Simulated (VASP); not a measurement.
Crystal: Sn.

```
Sn
1.0
     0.00000    3.23334    3.23334
     3.23334    0.00000    3.23334
     3.23334    3.23334    0.00000
Sn
2
Direct
  0.00000 0.00000 0.00000
  0.25000 0.25000 0.25000
```

This isn't the form of Sn at room conditions, which is tetragonal (white tin).

```yaml
Program: VASP 6.6.1
Task: relaxation of cell and atoms
Functional: r2SCAN
Potentials_or_basis: VASP PAW PBE potentials, release 64 (Sn_d)
Cutoff: 600 eV
k_mesh: 8 × 8 × 8
Occupations: gaussian, width 0.02 eV
Spin: no spin polarisation
```

At the start: pressure 2.2 GPa; volume 33.80 Å³/atom.

**Question.** How do energy, volume and symmetry change on relaxing?

**Answer.** Over 3 steps the energy falls by 10.5 meV/atom and the volume is 35.38 Å³/atom (+4.7 %); space group Fd-3m (No. 227, to 0.05 Å).

Step by step:
```tsv
step	energy change (eV)	largest force (eV/Å)	pressure (GPa)	volume (Å³)
1	0.0000	0.0000	2.20	67.61
2	-0.0168	0.0000	-0.86	72.26
3	-0.0209	0.0000	0.00	70.77
```

Final structure:
```xyz
2
Lattice="0.0000 3.2830 3.2830 3.2830 0.0000 3.2830 3.2830 3.2830 0.0000" Properties=species:S:1:pos:R:3 pbc="T T T"
Sn    0.0000    0.0000    0.0000
Sn    1.6415    1.6415    1.6415
```

Caveat: the PAW data sets were made with another functional, which shifts forces and pressure a little.
